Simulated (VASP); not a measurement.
Given:

```
CELL_PARAMETERS angstrom
      4.62212     0.00000     0.00000
      0.00000     4.62212     0.00000
      0.00000     0.00000     3.05235
ATOMIC_POSITIONS crystal
  Mg 0.50000 0.50000 0.50000
  Mg 0.00000 0.00000 0.00000
  F  0.69708 0.69708 0.00000
  F  0.30292 0.30292 0.00000
  F  0.80292 0.19708 0.50000
  F  0.19708 0.80292 0.50000
```

Method: revPBE GGA, VASP's PBE PAW potentials (set 64) (plane waves; VASP 6.6.1). Settings: 560 eV cut-off, 9×9×13 Γ-centred mesh, Gaussian smearing of 0.010 eV, potentials Mg F.

Energy and stress use the plane-wave basis of the starting cell.

### Question
The ions, cell shape and volume are relaxed. Which structure does the run end with?

### Answer

```
CELL_PARAMETERS angstrom
      4.74507     0.00000     0.00000
      0.00000     4.74507     0.00000
      0.00000     0.00000     3.11665
ATOMIC_POSITIONS crystal
  Mg 0.50000 0.50000 0.50000
  Mg 0.00000 0.00000 0.00000
  F  0.69613 0.69613 0.00000
  F  0.30387 0.30387 0.00000
  F  0.80387 0.19613 0.50000
  F  0.19613 0.80387 0.50000
```
Space group P4_2/mnm (136), at a tolerance of 0.03 Å.

### Question
How do energy and volume change from the first to the last step?

### Answer
The energy (σ→0) changes by -17.6 meV/atom and the volume by +7.6 %, in 5 ionic steps.

```json
[
 {"step": "1", "E(σ→0) (eV)": "-29.9742", "max force (eV/Å)": "0.039", "pressure (GPa)": "7.30", "volume (Å³)": "65.21"},
 {"step": "2", "E(σ→0) (eV)": "-30.0778", "max force (eV/Å)": "0.075", "pressure (GPa)": "0.08", "volume (Å³)": "69.99"},
 {"step": "3", "E(σ→0) (eV)": "-30.0778", "max force (eV/Å)": "0.076", "pressure (GPa)": "0.02", "volume (Å³)": "70.04"},
 {"step": "4", "E(σ→0) (eV)": "-30.0792", "max force (eV/Å)": "0.042", "pressure (GPa)": "0.01", "volume (Å³)": "70.10"},
 {"step": "5", "E(σ→0) (eV)": "-30.0798", "max force (eV/Å)": "0.001", "pressure (GPa)": "0.01", "volume (Å³)": "70.17"}
]
```

The structure comes from a computed database's MgF2 entry; how it stands against other phases isn't given here. This run relaxes it. Symmetry was kept, so distortions that lower it aren't found. The run is one of a series of settings (EDIFF = 1E-09, EDIFFG = -0.005, ENCUT = 560, IBRION = 2, ISIF = 3, NSW = 50, KPOINTS 9×9×13 Γ-centred mesh against the base run), some of them coarse on purpose.
